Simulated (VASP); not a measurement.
```yaml
crystal:
  lattice:
    - [0.00000, 2.10298, 2.10298]
    - [2.10298, 0.00000, 2.10298]
    - [2.10298, 2.10298, 0.00000]
  atoms:
    - { symbol: Mn, position: [0.00000, 0.00000, 0.00000] }
    - { symbol: N, position: [0.25000, 0.25000, 0.25000] }
```

The numbers are results of PBEsol GGA, VASP's PBE PAW potentials (set 64) (plane waves; VASP), not measurements. Numerical set-up: 520 eV cut-off, Gaussian smearing of 0.050 eV, potentials Mn_pv N.

**Question.** Estimate the band gap (along the path) with the smallest direct gap where there is one.

**Answer.** 
```json
{
  "band gap (along the path)": "none (metal, semimetal or under 0.01 eV)"
}
```

The structure was generated: MnN was put into the zinc blende type (F-43m), which need not be its known phase. It was relaxed first, which changed the volume by -35 %. The run is not spin-polarised, so no magnetic state was tried.
